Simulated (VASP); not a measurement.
Input for VASP

KPOINTS:
```
Regular mesh
0
Gamma
17 17 17
```

INCAR:
```
SYSTEM  =  VN
PREC  =  Accurate; ENCUT  =  520; LREAL  =  .False.
LASPH  =  .True.
EDIFF  =  1E-7; NELM  =  100; ALGO  =  Normal
LMAXMIX  =  4
ISMEAR  =  -5
GGA  =  ML; LUSE_VDW  =  .True.; AGGAC  =  0.0
ZAB_VDW  =  -1.8867
ISIF  =  2
LWAVE  =  .False.; LCHARG  =  .True.; LORBIT  =  11
NEDOS  =  601
```

File POSCAR:
```
VN
1
    0.0000000000     2.1019274046     2.1019274046
    2.1019274046     0.0000000000     2.1019274046
    2.1019274046     2.1019274046     0.0000000000
V N
1 1
Direct
  0.0000000000   0.0000000000   0.0000000000
  0.5000000000   0.5000000000   0.5000000000
```

POTCAR, in this order: V_sv N (PBE.64 set). Program: vasp_std.

**Question.** Write an equivalent input for Quantum ESPRESSO's pw.x.

**Answer.** One equivalent input (not run):
```
&CONTROL
  calculation = 'scf'
  pseudo_dir = './pseudo'
  outdir = './out'
  tprnfor = .true.
  tstress = .true.
/
&SYSTEM
  ibrav = 0
  nat = 2
  ntyp = 2
  ecutwfc = 84
  occupations = 'tetrahedra'
  input_dft = 'vdw-df2'
/
&ELECTRONS
  conv_thr = 7.3e-09
  electron_maxstep = 100
/
ATOMIC_SPECIES
  V 50.941 V.upf
  N 14.007 N.upf
CELL_PARAMETERS angstrom
     0.0000000    2.1019274    2.1019274
     2.1019274    0.0000000    2.1019274
     2.1019274    2.1019274    0.0000000
ATOMIC_POSITIONS crystal
  V    0.0000000  0.0000000  0.0000000
  N    0.5000000  0.5000000  0.5000000
K_POINTS automatic
  17 17 17 0 0 0
```
The two are equivalent in intent, not identical: the potentials are each code's own (VASP's PAW set, PseudoDojo norm-conserving files in pw.x), so ENCUT and ecutwfc are chosen apart and not converted; conv_thr bounds pw.x's estimated SCF error, while EDIFF bounds the energy change between steps.

The compound is VN in the rock salt structure, which distorts at low temperature. It was relaxed first.
